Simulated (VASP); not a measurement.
Method: vdW-DF2, VASP's PBE PAW potentials (set 64) (plane waves; VASP 6.6.1).

VASP ran on this input.

**INCAR**
```
ENCUT=520   ! plane-wave cut-off (eV)
LCHARG=.FALSE.
NSW=30   ! most ionic steps
SIGMA=0.1
LUSE_VDW=.TRUE.
ISMEAR=1   ! Methfessel-Paxton
EDIFFG=-0.01
LREAL=.FALSE.   ! projection in real space or not
ISIF=4   ! ions and shape, fixed volume
ALGO=Normal   ! blocked Davidson
LWAVE=.FALSE.
LASPH=.TRUE.   ! aspherical one-centre terms
ZAB_VDW=-1.8867
GGA=ML
NELM=100
PREC=Accurate
IBRION=2
AGGAC=0.0
LMAXMIX=4
EDIFF=1E-7   ! SCF stop (eV)
SYSTEM=Y
```

### KPOINTS
```
K-points
0
gamma
11 11 7
```

**POSCAR**
```
Y
1.0
  1.8659061035  -3.2318444628   0.0000000000
  1.8659061035   3.2318444628   0.0000000000
  0.0000000000   0.0000000000   5.7612064666
Y
2
direct
  0.3333330000   0.6666670000   0.2500000000
  0.6666670000   0.3333330000   0.7500000000
```

POTCAR, in this order: Y_sv (PBE.64 set). Program: vasp_std.

The resulting files:

**OUTCAR**
```
 ion  position               nearest neighbor table
   1  0.333  0.667  0.250-   2 3.60   2 3.60   2 3.60   2 3.60   2 3.60   2 3.60
   2  0.667  0.333  0.750-   1 3.60   1 3.60   1 3.60   1 3.60   1 3.60   1 3.60
  LATTYP: Found a hexagonal cell.
 ALAT       =     3.7318124576
 C/A-ratio  =     1.5438092166
 Subroutine PRICEL returns:
 Original cell was already a primitive cell.
 Subroutine GETGRP returns: Found 24 space group operations
The static configuration has the point symmetry D_3d.
 The point group associated with its full space group is D_6h.
The dynamic configuration has the point symmetry D_3d.
 Subroutine INISYM returns: Found 24 space group operations
 Subroutine IBZKPT returns following result:
 Found     64 irreducible k-points:

 Following reciprocal coordinates:
            Coordinates               Weight
  0.000000  0.000000  0.000000      1.000000
  0.090909 -0.000000  0.000000      6.000000
  0.181818  0.000000  0.000000      6.000000
  0.272727  0.000000  0.000000      6.000000
  0.363636 -0.000000  0.000000      6.000000
  0.454545  0.000000  0.000000      6.000000
  0.090909  0.090909  0.000000      6.000000
...
```

**OSZICAR**
```
       N       E                     dE             d eps       ncg     rms          rms(c)
DAV:   1     0.979535614923E+02    0.97954E+02   -0.11675E+04  1920   0.139E+03
DAV:   2     0.660029877915E+00   -0.97294E+02   -0.96207E+02  2431   0.291E+02
DAV:   3    -0.715771188273E+01   -0.78177E+01   -0.77590E+01  3696   0.489E+01
DAV:   4    -0.732826344244E+01   -0.17055E+00   -0.17050E+00  2264   0.835E+00
DAV:   5    -0.733288082559E+01   -0.46174E-02   -0.46173E-02  2926   0.103E+00    0.311E+01
DAV:   6    -0.707440113803E+01    0.25848E+00   -0.40505E-01  1948   0.475E+00    0.192E+01
DAV:   7    -0.705199635837E+01    0.22405E-01   -0.74026E-01  2421   0.621E+00    0.167E+00
DAV:   8    -0.704654604676E+01    0.54503E-02   -0.15377E-01  2368   0.249E+00    0.116E+00
DAV:   9    -0.704534381710E+01    0.12022E-02   -0.28455E-03  2890   0.405E-01    0.275E-01
DAV:  10    -0.704538774342E+01   -0.43926E-04   -0.15490E-03  2163   0.408E-01    0.300E-01
DAV:  11    -0.704535717970E+01    0.30564E-04   -0.10260E-04  2216   0.859E-02    0.728E-02
DAV:  12    -0.704536887403E+01   -0.11694E-04   -0.11707E-05  2509   0.329E-02    0.136E-02
DAV:  13    -0.704537399110E+01   -0.51171E-05   -0.41190E-06  2528   0.190E-02    0.409E-03
DAV:  14    -0.704537391309E+01    0.78007E-07   -0.12988E-07  1877   0.331E-03
   1 F= -.70453739E+01 E0= -.70445483E+01  d E =-.704537E+01
       N       E                     dE             d eps       ncg     rms          rms(c)
DAV:   1    -0.704694372817E+01   -0.15697E-02   -0.75436E-02  1920   0.221E+00    0.199E-01
DAV:   2    -0.704609041098E+01    0.85332E-03   -0.22505E-03  2109   0.336E-01    0.107E-01
DAV:   3    -0.704573421636E+01    0.35619E-03   -0.99038E-04  2487   0.223E-01    0.611E-02
DAV:   4    -0.704573762351E+01   -0.34072E-05   -0.29742E-05  2375   0.413E-02    0.228E-02
DAV:   5    -0.704573535401E+01    0.22695E-05   -0.10552E-05  2508   0.248E-02    0.305E-03
DAV:   6    -0.704573535238E+01    0.16285E-08   -0.35776E-07  2293   0.450E-03
   2 F= -.70457354E+01 E0= -.70449540E+01  d E =-.361439E-03
       N       E                     dE             d eps       ncg     rms          rms(c)
DAV:   1    -0.704652559568E+01   -0.79024E-03   -0.43306E-02  1920   0.168E+00    0.150E-01
DAV:   2    -0.704603289725E+01    0.49270E-03   -0.12938E-03  2095   0.255E-01    0.811E-02
DAV:   3    -0.704582878058E+01    0.20412E-03   -0.57139E-04  2480   0.169E-01    0.470E-02
DAV:   4    -0.704583091755E+01   -0.21370E-05   -0.17255E-05  2361   0.314E-02    0.173E-02
DAV:   5    -0.704582972182E+01    0.11957E-05   -0.63801E-06  2529   0.192E-02    0.239E-03
DAV:   6    -0.704582971121E+01    0.10613E-07   -0.19700E-07  1739   0.345E-03
   3 F= -.70458297E+01 E0= -.70450819E+01  d E =-.455798E-03
```

### OUTCAR
```
------------------------ aborting loop because EDIFF is reached ----------------------------------------
  FORCE on cell =-STRESS in cart. coord.  units (eV):
  Direction    XX          YY          ZZ          XY          YZ          ZX
  --------------------------------------------------------------------------------------
  Total       -0.4617445     -0.4617446     -0.4549062     -0.0000000      0.0000000      0.0000000
  in kB      -10.6470352    -10.6470370    -10.4893546     -0.0000000      0.0000000      0.0000000
  external PRESSURE =     -10.5944756 kB  Pullay stress =       0.0000000 kB
  volume of cell :       69.48
      direct lattice vectors                 reciprocal lattice vectors
     1.861281759 -3.223834850  0.000000000     0.268632085 -0.155094793  0.000000000
     1.861281759  3.223834850 -0.000000000     0.268632085  0.155094793 -0.000000000
     0.000000000  0.000000000  5.789869425     0.000000000  0.000000000  0.172715467
 POSITION                                       TOTAL-FORCE (eV/Angst)
 -----------------------------------------------------------------------------------
      1.86128      1.07461      1.44747        -0.000000      0.000000      0.000000
      1.86128     -1.07461      4.34240         0.000000     -0.000000      0.000000
 -----------------------------------------------------------------------------------
    total drift:                               -0.000000      0.000535     -0.000010
  FREE ENERGIE OF THE ION-ELECTRON SYSTEM (eV)
  ---------------------------------------------------
  free  energy   TOTEN  =        -7.0458297112 eV

  energy  without entropy=       -7.0435864103  energy(sigma->0) =       -7.04508194

 reached required accuracy - stopping structural energy minimisation
```
(Selected blocks of OUTCAR.)

### CONTCAR
```
Y
   1.00000000000000
     1.8612817588760102   -3.2238348495555287    0.0000000000000000
     1.8612817588760102    3.2238348495555287   -0.0000000000000000
     0.0000000000000000    0.0000000000000000    5.7898694252727116
  Y
     2
Direct
     0.3333330000000032    0.6666669999999968    0.2500000000000000
     0.6666669999999968    0.3333330000000032    0.7500000000000000
```

The compound is Y in the hcp structure. This cell is one point of a volume scan, at 1.03 of the reference volume. Symmetry was kept, so distortions that lower it aren't found.
